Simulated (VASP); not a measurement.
These are rev-vdW-DF2, VASP's PBE PAW potentials (set 64) (plane waves; VASP) values and carry that method's errors.

A VASP calculation is set up with these files.

POSCAR:
```
Na
4.0825020
 -0.4999999512   0.4999999512   0.4999999512
  0.4999999512  -0.4999999512   0.4999999512
  0.4999999512   0.4999999512  -0.4999999512
Na
1
Cartesian
  0.0000000000   0.0000000000   0.0000000000
```

KPOINTS:
```
kpoints
0
G
 12 12 12
```

### INCAR
```
SYSTEM = Na
PREC = Accurate
ENCUT = 520
EDIFF = 1E-7
NELM = 100
ALGO = Normal
LREAL = .FALSE.
LASPH = .TRUE.
ISMEAR = 1
SIGMA = 0.1
GGA = MK
PARAM1 = 0.1234568
PARAM2 = 0.7114
ZAB_VDW = -1.8867
LUSE_VDW = .TRUE.
AGGAC = 0.0
LWAVE = .FALSE.
LCHARG = .FALSE.
ISIF = 2
```

POTCAR, in this order: Na_pv (PBE.64 set). Program: vasp_std.

Output

OUTCAR:
```
 ion  position               nearest neighbor table
   1  0.000  0.000  0.000-
  LATTYP: Found a body centered cubic cell.
 ALAT       =     4.0825016014
 Subroutine PRICEL returns:
 Original cell was already a primitive cell.
 Subroutine GETGRP returns: Found 48 space group operations
The static configuration has the point symmetry O_h .
The dynamic configuration has the point symmetry O_h .
 Subroutine INISYM returns: Found 48 space group operations
 Subroutine IBZKPT returns following result:
 Found     72 irreducible k-points:

 Following reciprocal coordinates:
            Coordinates               Weight
  0.000000  0.000000  0.000000      1.000000
  0.083333  0.000000  0.000000     12.000000
  0.166667  0.000000  0.000000     12.000000
  0.250000  0.000000  0.000000     12.000000
  0.333333  0.000000  0.000000     12.000000
  0.416667  0.000000  0.000000     12.000000
  0.500000  0.000000  0.000000      6.000000
  0.083333  0.083333  0.000000     24.000000
  0.166667  0.083333  0.000000     48.000000
  0.250000  0.083333 -0.000000     48.000000
...
```

### OSZICAR
```
       N       E                     dE             d eps       ncg     rms          rms(c)
DAV:   1     0.208840405765E+02    0.20884E+02   -0.39257E+03  1015   0.852E+02
DAV:   2     0.100947310921E+01   -0.19875E+02   -0.19867E+02  1078   0.134E+02
DAV:   3     0.633861539251E+00   -0.37561E+00   -0.37560E+00  1316   0.264E+01
DAV:   4     0.631104922319E+00   -0.27566E-02   -0.27566E-02  1169   0.201E+00
DAV:   5     0.631062099771E+00   -0.42823E-04   -0.42823E-04  1393   0.221E-01    0.199E-01
DAV:   6     0.631268172552E+00    0.20607E-03   -0.13547E-03  1099   0.634E-01    0.128E-01
DAV:   7     0.630917238496E+00   -0.35093E-03   -0.23522E-03  1015   0.645E-01    0.310E-02
DAV:   8     0.630881536569E+00   -0.35702E-04   -0.17503E-04  1134   0.270E-01    0.404E-03
DAV:   9     0.630877835580E+00   -0.37010E-05   -0.49033E-06  1043   0.220E-02    0.131E-03
DAV:  10     0.630877545398E+00   -0.29018E-06   -0.88740E-07  1092   0.767E-03    0.224E-04
DAV:  11     0.630877515674E+00   -0.29724E-07   -0.23415E-08   861   0.107E-03
   1 F= 0.63087752E+00 E0= 0.63112620E+00  d E =-.746042E-03
```

### OUTCAR
```
------------------------ aborting loop because EDIFF is reached ----------------------------------------
  FORCE on cell =-STRESS in cart. coord.  units (eV):
  Direction    XX          YY          ZZ          XY          YZ          ZX
  --------------------------------------------------------------------------------------
  Total        0.1210880      0.1210880      0.1210880      0.0000000     -0.0000000      0.0000000
  in kB        5.7024661      5.7024661      5.7024661      0.0000000     -0.0000000      0.0000000
  external PRESSURE =       5.7024661 kB  Pullay stress =       0.0000000 kB
  volume of cell :       34.02
      direct lattice vectors                 reciprocal lattice vectors
    -2.041250801  2.041250801  2.041250801     0.000000000  0.244947852  0.244947852
     2.041250801 -2.041250801  2.041250801     0.244947852  0.000000000  0.244947852
     2.041250801  2.041250801 -2.041250801     0.244947852  0.244947852  0.000000000
 POSITION                                       TOTAL-FORCE (eV/Angst)
 -----------------------------------------------------------------------------------
      0.00000      0.00000      0.00000         0.000000     -0.000000      0.000000
 -----------------------------------------------------------------------------------
    total drift:                                0.000000      0.000000      0.000000
  FREE ENERGIE OF THE ION-ELECTRON SYSTEM (eV)
  ---------------------------------------------------
  free  energy   TOTEN  =         0.6308775157 eV

  energy  without entropy=        0.6316235578  energy(sigma->0) =        0.63112620
```
(Selected blocks of OUTCAR.)

The compound is Na in the bcc structure. This cell is one point of a volume scan, at 0.94 of the reference volume.
